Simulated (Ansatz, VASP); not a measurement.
# Cross-check of CmAs between VASP and Ansatz, part 2 of 2

Aim: how closely do two programs agree when they are given the same cell, functional and k mesh?  The cell comes out of the VASP series on this material, whose earlier steps may have relaxed, scaled or displaced it; both programs get it as it stands.

VASP 6.6.1 and Ansatz 0.2.0.

So far. Step 2 (VASP: single point, PBEsol, DFT+U): The run ends at a pressure of -0.02 GPa.

In doubt: too few empty bands were carried (step 3), so the values of those runs are not to be relied on; an open 5f shell, unless half filled, can sit in one of many states, so energies may not be the lowest and differences between runs may mislead.

**3. Ansatz: single point, PBEsol, DFT+U**

Level of this step: Ansatz beside VASP: Kohn-Sham DFT, plane waves, PBEsol, DFT+U (Ansatz).

Ansatz runs on its default PAW (the set named soft_2) files.

The same cell, functional, mesh and smearing now go to Ansatz, which takes its cutoff from its data sets.

Input file input.yaml:

```yaml
crystal:
  lattice:
    - [0.0, 2.9477625755, 2.9477625755]
    - [2.9477625755, 0.0, 2.9477625755]
    - [2.9477625755, 2.9477625755, 0.0]
  atoms:
    - { symbol: Cm, position: [0.5, 0.5, 0.5], spin: 7.0 }
    - { symbol: As, position: [0.0, 0.0, 0.0] }
hamiltonian:
  xc: pbesol
  pseudopotentials: { kind: paw }
  hubbard: { sites: [{ species: Cm, l: f, u_eff: 7.0 }] }
magnetization:
  spin_polarized: true
kpoints:
  mp_grid: { grid: [6, 6, 6] }
scf:
  occupations: { method: fermi_dirac, width: 0.05 }
  n_extra_bands: 4
output:
  forces: true
  stress: true
  eigenvalues: true
```

On the command line:

```sh
$ ansatz run input.yaml --threads 2 --pin off --max-ram 4608MiB --backend cpu --events-out ev --progress --plain --runs-dir out
```

Numbers of over 12 decimals in the logs are rounded to 6 here.

What it wrote:

```text
Warning: the band count 21 (scf.n_extra_bands) hosts the net moment |M| = 7.0000 μB (N_el = 33) but caps the reachable moment at 2·n_bands − N_el = 9.0000 μB, below the 24 bands that the automatic rule leaves for it — a moment growing past the seed, or the majority channel's smearing tail, pins there with fewer empty majority states than that count leaves; raise or omit scf.n_extra_bands unless the cap is intended
Cm: projections on atomic orbitals take those of the free atom [Xe 4f14 5d10] 5f7 6s2 6p6 6d1 7s2, of charge +0.00 (hamiltonian.pseudopotentials.projection_atoms); the dataset's partial waves leave at most 1.5e-4 of an orbital's norm unspanned inside its sphere
As: projections on atomic orbitals take those of the free atom [Ar] 3d10 4s2 4p3, of charge +0.00 (hamiltonian.pseudopotentials.projection_atoms); the dataset's partial waves leave at most 1.7e-6 of an orbital's norm unspanned inside its sphere
scf.n_extra_bands = 4 over 17 filled bands (N_el = 33.0): the run solves 21 bands
Engine: ansatz 0.2.0, aarch64-unknown-linux-gnu
Pseudopotentials: kind: paw
Pseudopotential: Cm, paw, valence charge 18, recommended cutoff 420 eV (normal), Cm.paw.azcp
Pseudopotential: As, paw, valence charge 15, recommended cutoff 420 eV (normal), As.paw.azcp
Functional definition: PBEsol
  exchange = pbesol_x
  correlation = pbesol_c
Crystal: 2 atoms, lattice volume = 51.228 Å³
Basis set: ecut = 420 eV, 965 PW (Γ), exchange–correlation on 60×60×60 points (8 copies of the dense FFT grid, shifted against one another)
Bands: 21, of which v1, the nominal top of the filled ones, is band 17 counted from 1 (16 counted from 0)
Symmetry: 48 space group operations
Space group: Fm-3m (ITA 225), of the structure as read, at distance tolerance 3.7e-5 Å
Magnetic group: BNS 225.116 (UNI 1618), of the structure as read, at distance tolerance 3.7e-5 Å
k-points: 16 of 216
Non-local potential: Cm, projectors of the file, l = 0: 3, l = 1: 2, l = 2: 2, l = 3: 3
Non-local potential: As, projectors of the file, l = 0: 2, l = 1: 2, l = 2: 3, l = 3: 1
PAW form: soft (Blöchl's): semilocal exchange-correlation on the pseudo side does not see the compensation charge
PAW frozen core: Cm, regenerated for the run's functional, and the local potential with it (the file was generated under x = pbe(κ = 0.804, μ = 0.219515), c = pbe(β = 0.066725))
PAW frozen core: As, regenerated for the run's functional, and the local potential with it (the file was generated under x = pbe(κ = 0.804, μ = 0.219515), c = pbe(β = 0.066725))
PAW one-centre angular grid: Cm, 590 points (default); XC on 64 Gauss nodes
PAW one-centre angular grid: As, 590 points (default); XC on 64 Gauss nodes
Initial density: superposition of atomic densities (chi_scale 0.1, normalization cell, long waves kept (reshape's long-wave potential 0.00 eV rms))
Starting moments: Σ|m| = 7 μB on 1 of 2 sites
Initial wavefunctions: pseudopotential atomic-orbital guess
Functional: x = pbesol(κ = 0.804, μ = 0.123457), c = pbesol(β = 0.046)
iter 1 solved again at ethr=3.03e-3 eV; its pass at ethr=3.10e-3 eV (dr2=9.99e-1 eV) is discarded
SCF iter   1: F=—  HF=-20809.333636 eV  |F-HF|=—  |Δ(HF+E_count)|=         —  Δρ=2.83e-2 (↑2.83e-2 ↓1.94e-2)  dr2=1.01e0  dr2_m=8.14e-2  M=6.974 μB ∫|m|=7.216 μB  β_m=0.30  ethr=3.03e-3  ⟨swp⟩=1.0  Hψ=3343  notcnv=0
Mixer restart at iter 1: flushing history
preconditioner: auto → Kerker (q_TF=auto, 2.535 Å⁻¹)  [metal: Δε(μ)=0.042 eV  Ē_g=12.790 eV  σ=0.050 eV  W_gap=0.21  n_scr=14 (ndim 8)  ℏωp=23.8 eV  f_vac=0.000  D(μ)=0.62/eV (n_scr^D=0)]
spin=Collinear: Kerker preconditioning applied to the charge; magnetization (m = ρ↑ − ρ↓) channel mixes plain (no charge-response kernel on spin).
SCF iter   2: F=—  HF=-20809.149812 eV  |F-HF|=—  |Δ(HF+E_count)|=   1.84e-1  Δρ=1.90e-2 (↑1.90e-2 ↓1.46e-2)  dr2=4.79e-1  dr2_m=3.33e-2  M=6.985 μB ∫|m|=7.231 μB  β_m=0.57  ethr=3.03e-3  ⟨swp⟩=1.9  Hψ=911  notcnv=0  defer=2
SCF iter   3: F=—  HF=-20809.020315 eV  |F-HF|=—  |Δ(HF+E_count)|=   1.29e-1  Δρ=4.84e-3 (↑4.67e-3 ↓4.84e-3)  dr2=3.64e-2  dr2_m=2.13e-4  M=6.997 μB ∫|m|=7.258 μB  β_m=0.65  ethr=1.45e-3  ⟨swp⟩=3.4  Hψ=1570  notcnv=0  defer=3
SCF iter   4: F=—  HF=-20809.014965 eV  |F-HF|=—  |Δ(HF+E_count)|=         —  Δρ=1.24e-3 (↑1.24e-3 ↓1.20e-3)  dr2=3.05e-3  dr2_m=7.64e-5  M=6.998 μB ∫|m|=7.270 μB  β_m=0.65  ethr=1.10e-4  ⟨swp⟩=2.7  Hψ=1381  notcnv=0  defer=12
Mixer restart at iter 4: flushing history
SCF iter   5: F=—  HF=-20809.014890 eV  |F-HF|=—  |Δ(HF+E_count)|=   7.48e-5  Δρ=7.45e-4 (↑7.45e-4 ↓7.26e-4)  dr2=1.13e-3  dr2_m=1.59e-5  M=6.998 μB ∫|m|=7.272 μB  β_m=0.82  ethr=9.25e-6  ⟨swp⟩=2.6  Hψ=1136  notcnv=0  defer=12
SCF iter   6: F=—  HF=-20809.015025 eV  |F-HF|=—  |Δ(HF+E_count)|=   1.35e-4  Δρ=2.31e-4 (↑2.12e-4 ↓2.31e-4)  dr2=1.63e-4  dr2_m=9.04e-7  M=6.998 μB ∫|m|=7.275 μB  β_m=0.71  ethr=3.43e-6  ⟨swp⟩=2.0  Hψ=832  notcnv=0  defer=12
SCF iter   7: F=—  HF=-20809.014925 eV  |F-HF|=—  |Δ(HF+E_count)|=   1.00e-4  Δρ=1.21e-4 (↑1.21e-4 ↓9.58e-5)  dr2=2.55e-5  dr2_m=9.98e-7  M=6.998 μB ∫|m|=7.275 μB  β_m=0.85  ethr=4.95e-7  ⟨swp⟩=2.0  Hψ=1157  notcnv=0  defer=12
SCF iter   8: F=—  HF=-20809.014928 eV  |F-HF|=—  |Δ(HF+E_count)|=   3.08e-6  Δρ=3.90e-5 (↑3.90e-5 ↓2.25e-5)  dr2=9.20e-7  dr2_m=2.61e-7  M=6.998 μB ∫|m|=7.275 μB  β_m=0.79  ethr=7.73e-8  ⟨swp⟩=2.0  Hψ=944  notcnv=0  defer=12
SCF iter   9: F=—  HF=-20809.014928 eV  |F-HF|=—  |Δ(HF+E_count)|=   1.76e-7  Δρ=1.18e-5 (↑9.59e-6 ↓1.18e-5)  dr2=2.43e-7  dr2_m=1.24e-8  M=6.998 μB ∫|m|=7.275 μB  β_m=0.89  ethr=2.79e-9  ⟨swp⟩=2.0  Hψ=1015  notcnv=0  defer=12
SCF iter  10: F=-20809.014928 eV  HF=-20809.014928 eV  |F-HF|=1.03e-9  |Δ(HF+E_count)|=   8.98e-8  Δρ=3.98e-6 (↑3.98e-6 ↓3.28e-6)  dr2=1.97e-8  dr2_m=3.05e-10  M=6.998 μB ∫|m|=7.275 μB  ethr=3.03e-10  ⟨swp⟩=3.7  Hψ=2847  notcnv=0
SCF 1 converged in 10 iterations: F = -20809.014928 eV  dr2 = 1.97e-8
  greatest PAW one-centre occupation: 0.999 electrons in one spin orbital (limit 2), on the As atom at site 1 (counted from 0), in its partial waves of l = 2
WARN: the highest band holds 9.848e-1 of 1 at k-index 9 (spin ↑), k = (0.0000, 0.3333, 0.3333), over the threshold 1e-3 (by scf.eigensolver.empty_state_threshold) — raise scf.n_extra_bands (try 24 bands in all)
SCF converged after 10 iterations
Magnetization: 6.9983 μB (19.9991 up, 13.0009 down)
Absolute magnetization: 7.2713 μB (∫|ρ↑−ρ↓|, with the PAW one-centre terms)
Spin contamination: 0.0463 ħ² per cell (⟨S²⟩ above its minimum at these occupations)
Per-site moments (μB) at R_I (Å): [(6.848377, 1.215952), (-0.127955, 1.215952)]
Free energy (F): -20809.014928 eV
Harris-Foulkes:  -20809.014928 eV  (|F-HF|=1.03e-9)
Internal energy: -20809.011713 eV  (E = F + TS)
E sigma→0 (E₀):  -20809.013320 eV
Entropy (-TS):   -0.003215 eV (-1.608 meV/atom)
Fermi energy:    12.892300 eV
--- Per-component energies (eV) ---
  E_band       = -216.428558
  E_kinetic    = 461.403208
  E_local      = -3431.143482  (includes V_loc(G=0)·N_el)
  E_nonlocal   = 113.133393
  E_hartree    = 1591.807000
  E_xc         = -254.886697
  E_vxc        = -272.823973  (∫ρ·V_xc dr)
  E_hubbard    = 0.218304  (on-site DFT+U / exact-exchange correction)
  E_vhub       = -24.174646  (the Hubbard potential's part of the band-sum identity)
  E_paw        = -15498.160652  (= ΣΔE_a)
  E_vpaw       = -246.435443  (= ΣTr[D̂ρ^β])
  E_aug_tail   = 0.000009  (compensation charges beyond the density's cutoff)
  E_ewald      = -3792.600862
  E_core_change = 1.218067  (= ΣΔE_core)
  E_smearing   = -0.003215  (= −TS)
  E_closure    = 0.000000  (closes the sum)
  Σ components = -20809.014928   (vs F -20809.014928, Δ=0.00e0)
--- Forces (eV/Å), atoms counted from 1 ---
  atom   1  Cm     0.00000000    -0.00000000     0.00000000
  atom   2  As    -0.00000000    -0.00000000     0.00000000
  max |Σ_I F_I| component: 7.05e-29 eV/Å
--- Stress (GPa, compression-positive) ---
       -0.176089      -0.000000      -0.000000
        0.000000      -0.176089       0.000000
        0.000000      -0.000000      -0.176089
  P = ⅓ Tr σ = -0.1761 GPa (-1.761 kbar)
--- Band table (eV; the first three rows and the last of 32) ---
  k-point 0 ↑: bands = [... 13 lower, 6.3560, 6.5792, 6.5792, 6.5792, 13.9559, 13.9559, 13.9559, 14.0067]
  k-point 1 ↑: bands = [... 13 lower, 6.3899, 6.5391, 6.5391, 6.5811, 11.5900, 12.3834, 12.3834, 14.5752]
  k-point 2 ↑: bands = [... 13 lower, 6.4846, 6.4846, 6.4863, 6.5849, 9.3479, 11.1181, 11.1181, 15.3374]
  k-point 15 ↓: bands = [... 13 lower, 14.6122, 16.7127, 17.0893, 17.2119, 17.2527, 17.2575, 17.4479, 17.5482]
Occupation matrices written to <dir>
```

Elapsed: 5.3 s, on 2 threads of Arm Neoverse N1, shared host; peak memory 0.4 GiB.

Reading the cycles: dr2 is the Hartree energy of the density residual (eV), the measure of convergence; HF is the Harris–Foulkes estimate of the energy, which meets the free energy F at convergence.

The run ends at a pressure of -0.18 GPa.

**4. Comparison**

Known differences besides the PAW data sets themselves: U acts on the PAW sphere in VASP and on atomic orbitals in Ansatz, so only states and trends compare; the data sets hold 33 valence electrons in Ansatz (default PAW (the set named soft_2) files) and 23 in VASP; the cutoff is 420 eV in Ansatz and 400 eV in VASP; Ansatz makes its cores anew for this functional, VASP keeps those of its PBE data sets; site moments are counted in spheres of each program's own size. Total energies have different zeros and are not compared.

Both answers:

```
          quantity  Ansatz   VASP  difference
    pressure (GPa)   -0.18  -0.02       -0.16
 total moment (μB)    7.00   7.00        0.00
moment on Cm1 (μB)    6.85   6.95       -0.10
moment on As2 (μB)   -0.13  -0.11       -0.02
```

Ansatz's pressure holds a Pulay correction of 0.07 GPa; VASP's holds none.

**5. VASP: band structure, PBEsol, DFT+U**

The same path points are solved in both programs, so levels can be compared one by one.

Input file INCAR:

```
SYSTEM = CmAs
PREC = Accurate
ENCUT = 400
EDIFF = 1E-06
NELM = 100
ISMEAR = -1
SIGMA = 0.05
LREAL = .FALSE.
ALGO = Normal
GGA = PS
ISPIN = 2
MAGMOM = 6.945 -0.107
LDAU = .TRUE.
LDAUTYPE = 2
LDAUL = 3 -1
LDAUU = 7 0
LDAUJ = 0 0
LDAUPRINT = 1
LASPH = .TRUE.
LMAXMIX = 6
LORBIT = 11
LWAVE = .FALSE.
LCHARG = .FALSE.
```

Input file POSCAR:

```
CmAs
1.0
    0.0000000000      2.9477625755      2.9477625755
    2.9477625755      0.0000000000      2.9477625755
    2.9477625755      2.9477625755      0.0000000000
Cm As
1 1
Direct
    0.5000000000      0.5000000000      0.5000000000
    0.0000000000      0.0000000000      0.0000000000
```

Input file KPOINTS:

```
Automatic mesh
0
Gamma
6 6 6
0 0 0
```

Input file KPOINTS_OPT:

```
Line mode
16
Line-mode
Reciprocal
  0.00000000   0.00000000   0.00000000 GAMMA
  0.50000000   0.00000000   0.50000000 X

  0.50000000   0.00000000   0.50000000 X
  0.50000000   0.25000000   0.75000000 W

  0.50000000   0.25000000   0.75000000 W
  0.37500000   0.37500000   0.75000000 K

  0.37500000   0.37500000   0.75000000 K
  0.00000000   0.00000000   0.00000000 GAMMA

  0.00000000   0.00000000   0.00000000 GAMMA
  0.50000000   0.50000000   0.50000000 L

  0.50000000   0.50000000   0.50000000 L
  0.62500000   0.25000000   0.62500000 U

  0.62500000   0.25000000   0.62500000 U
  0.50000000   0.25000000   0.75000000 W

  0.50000000   0.25000000   0.75000000 W
  0.50000000   0.50000000   0.50000000 L

  0.50000000   0.50000000   0.50000000 L
  0.37500000   0.37500000   0.75000000 K

  0.62500000   0.25000000   0.62500000 U
  0.50000000   0.00000000   0.50000000 X
```

PAW data sets: Cm and As (PBE family, release 64).

On the command line:

```sh
$ mpirun -np 1 vasp_std
```

What it wrote:

```text
[banner, memory and clock lines left out]
running    1 mpi-ranks, on    1 nodes
[...]
[... a notice as in an earlier step ...]

 LDA part: xc-table for (Slater+PW92), standard interpolation
 POSCAR, INCAR and KPOINTS ok, starting setup
[...]
entering main loop
       N       E                     dE             d eps       ncg     rms          rms(c)
DAV:   1     0.146548367220E+03    0.14655E+03   -0.92519E+03  1152   0.130E+03
DAV:   2     0.189543590363E+01   -0.14465E+03   -0.13784E+03  1450   0.254E+02
DAV:   3    -0.186828838731E+02   -0.20578E+02   -0.19776E+02  1304   0.984E+01
DAV:   4    -0.202245295606E+02   -0.15416E+01   -0.15358E+01  2020   0.217E+01
[...]
DAV:  14    -0.252152129584E+02   -0.34862E-04   -0.22892E-04  1708   0.132E-01    0.438E-02
DAV:  15    -0.252152157836E+02   -0.28252E-05   -0.19616E-05  1828   0.294E-02    0.532E-02
DAV:  16    -0.252152148600E+02    0.92365E-06   -0.38121E-06  1540   0.155E-02
   1 F= -.25215215E+02 E0= -.25213645E+02  d E =-.314017E-02  mag=     7.0028
 Start KPOINTS_OPT (optional k-point list driver)
k-point batch [1-16\160]
       N       E                     dE             ncg
DAV:   1     0.101409975640E+04   -0.43723E+04     1152
DAV:   2    -0.141913859863E+04   -0.24332E+04     1412
DAV:   3    -0.174596121850E+04   -0.32682E+03     1370
DAV:   4    -0.177150386513E+04   -0.25543E+02     1964
DAV:   5    -0.177203449400E+04   -0.53063E+00     1486
DAV:   6    -0.177206665309E+04   -0.32159E-01     1940
DAV:   7    -0.177206706798E+04   -0.41489E-03     1448
DAV:   8    -0.177206709737E+04   -0.29395E-04     1682
DAV:   9    -0.177206709781E+04   -0.43893E-06      902
[...]
k-point batch [145-160\160]
       N       E                     dE             ncg
DAV:   1     0.828239370665E+03   -0.10776E+05     1152
DAV:   2    -0.144551581271E+04   -0.22738E+04     1488
DAV:   3    -0.173466857527E+04   -0.28915E+03     1252
DAV:   4    -0.176157086387E+04   -0.26902E+02     2168
DAV:   5    -0.176209647094E+04   -0.52561E+00     1440
DAV:   6    -0.176211877200E+04   -0.22301E-01     1848
DAV:   7    -0.176211978520E+04   -0.10132E-02     1464
DAV:   8    -0.176211982143E+04   -0.36235E-04     1656
DAV:   9    -0.176211982221E+04   -0.77974E-06      902
```

OUTCAR, selected parts (step 5):

```text
  Total       -0.0074283     -0.0074283     -0.0074283      0.0000000      0.0000000     -0.0000000
  in kB       -0.2323229     -0.2323229     -0.2323229      0.0000000      0.0000000     -0.0000000
  external PRESSURE =      -0.2323229 kB  Pullay stress =       0.0000000 kB

 POSITION                                       TOTAL-FORCE (eV/Angst)
 -----------------------------------------------------------------------------------
      2.94776      2.94776      2.94776        -0.000000      0.000000     -0.000000
      0.00000      0.00000      0.00000         0.000000     -0.000000      0.000000
 -----------------------------------------------------------------------------------
    total drift:                                0.000000      0.000000      0.000000

  FREE ENERGIE OF THE ION-ELECTRON SYSTEM (eV)
  ---------------------------------------------------
  free  energy   TOTEN  =       -25.2152148600 eV

  energy  without entropy=      -25.2120746915  energy(sigma->0) =      -25.21364478

 magnetization (x)
# of ion       s       p       d       f       tot
--------------------------------------------------
    1        0.017  -0.103   0.128   6.903   6.945
    2       -0.013  -0.099   0.005   0.000  -0.107
--------------------------------------------------
tot          0.005  -0.203   0.132   6.903   6.837

[... 1 part as in an earlier step ...]

[... 2 further parts left out ...]
[key lines of the parts left out:]
E-fermi :   7.1612
```

The run ends at a pressure of -0.02 GPa.

**6. Ansatz: band structure, PBEsol, DFT+U**

The same cell, functional, mesh and smearing now go to Ansatz, which takes its cutoff from its data sets.

The cell comes out of the VASP series on this material, whose earlier steps may have relaxed, scaled or displaced it; both programs get it as it stands.

Input file input.yaml:

```yaml
crystal:
  lattice:
    - [0.0, 2.9477625755, 2.9477625755]
    - [2.9477625755, 0.0, 2.9477625755]
    - [2.9477625755, 2.9477625755, 0.0]
  atoms:
    - { symbol: Cm, position: [0.5, 0.5, 0.5], spin: 6.945 }
    - { symbol: As, position: [0.0, 0.0, 0.0], spin: -0.107 }
hamiltonian:
  xc: pbesol
  pseudopotentials: { kind: paw }
  hubbard: { sites: [{ species: Cm, l: f, u_eff: 7.0 }] }
magnetization:
  spin_polarized: true
kpoints:
  mp_grid: { grid: [6, 6, 6] }
  band_path:
    path:
      - [0.0, 0.0, 0.0]
      - [0.16667, 0.0, 0.16667]
      - [0.33333, 0.0, 0.33333]
      - [0.5, 0.0, 0.5]
      - [0.5, 0.08333, 0.58333]
      - [0.5, 0.18333, 0.68333]
      - [0.5, 0.25, 0.75]
      - [0.45, 0.3, 0.75]
      - [0.40833, 0.34167, 0.75]
      - [0.35, 0.35, 0.7]
      - [0.225, 0.225, 0.45]
      - [0.075, 0.075, 0.15]
      - [0.03333, 0.03333, 0.03333]
      - [0.23333, 0.23333, 0.23333]
      - [0.4, 0.4, 0.4]
      - [0.51667, 0.46667, 0.51667]
      - [0.55833, 0.38333, 0.55833]
      - [0.60833, 0.28333, 0.60833]
      - [0.60833, 0.25, 0.64167]
      - [0.55833, 0.25, 0.69167]
      - [0.51667, 0.25, 0.73333]
      - [0.5, 0.3, 0.7]
      - [0.5, 0.38333, 0.61667]
      - [0.5, 0.48333, 0.51667]
      - [0.475, 0.475, 0.55]
      - [0.425, 0.425, 0.65]
      - [0.38333, 0.38333, 0.73333]
      - [0.59167, 0.18333, 0.59167]
      - [0.55, 0.1, 0.55]
      - [0.5, 0.0, 0.5]
    npoints: 1
scf:
  occupations: { method: fermi_dirac, width: 0.05 }
  n_extra_bands: 7
output:
  forces: true
  stress: true
  eigenvalues: true
  write_density: true
  write_potential: true
  elf: true
  volumetric_format: npy
```

On the command line:

```sh
$ ansatz run input.yaml --threads 2 --pin off --max-ram 4608MiB --backend cpu --events-out ev --progress --plain --runs-dir out
```

What it wrote:

```text
[...]
Crystal: 2 atoms, lattice volume = 51.228 Å³
Basis set: ecut = 420 eV, 965 PW (Γ), exchange–correlation on 60×60×60 points (8 copies of the dense FFT grid, shifted against one another)
Bands: 24, of which v1, the nominal top of the filled ones, is band 17 counted from 1 (16 counted from 0)
Symmetry: 48 space group operations
[...]
k-point 1 ↑: bands = [... 13 lower, 6.3899, 6.5391, 6.5391, 6.5811, 11.5900, 12.3834, 12.3834, 14.5752, ... 3 higher]
  k-point 2 ↑: bands = [... 13 lower, 6.4846, 6.4846, 6.4863, 6.5849, 9.3479, 11.1181, 11.1181, 15.3374, ... 3 higher]
  k-point 15 ↓: bands = [... 13 lower, 14.6122, 16.7127, 17.0893, 17.2119, 17.2527, 17.2575, 17.4479, 17.5482, ... 3 higher]
Occupation matrices written to <dir>
[key lines of the parts left out:]
SCF converged after 9 iterations
Magnetization: 6.9983 μB (19.9991 up, 13.0009 down)
Free energy (F): -20809.014928 eV
Fermi energy:    12.892305 eV
P = ⅓ Tr σ = -0.1761 GPa (-1.761 kbar)
```

Elapsed: 7 s, on 2 threads; peak memory 0.4 GiB; 13 s of CPU time.

**7. Side by side**

The two programs side by side:

```
          quantity  Ansatz   VASP  difference
    pressure (GPa)   -0.18  -0.02       -0.15
 total moment (μB)    7.00   7.00        0.00
moment on Cm1 (μB)    6.85   6.95       -0.10
moment on As2 (μB)   -0.13  -0.11       -0.02
```

Ansatz's pressure holds a Pulay correction of 0.07 GPa; VASP's holds none.

**8. Summary of results**

* difference in moment on Cm1 (single point, PBEsol, DFT+U): -0.097 μB
* difference in moment on Cm1 (band structure, PBEsol, DFT+U): -0.097 μB

What this shows: The difference in moment on Cm1 is -0.097 μB (single point, PBEsol, DFT+U). How closely two codes agree says nothing of how well the functional describes the real material.

[Lines on the potential files, build, host, timing and source positions are cut from VASP's logs without a mark.]

[Logs are printed without paths, hosts, clocks, repeated set-up lines and the standing remarks that a program may print on its own settings, such as how far it seeks lower states.]

[Hosts, paths, dates, database ids (printed as entryN), source tags and the programs' standing remarks are cut or masked in the printed files.]
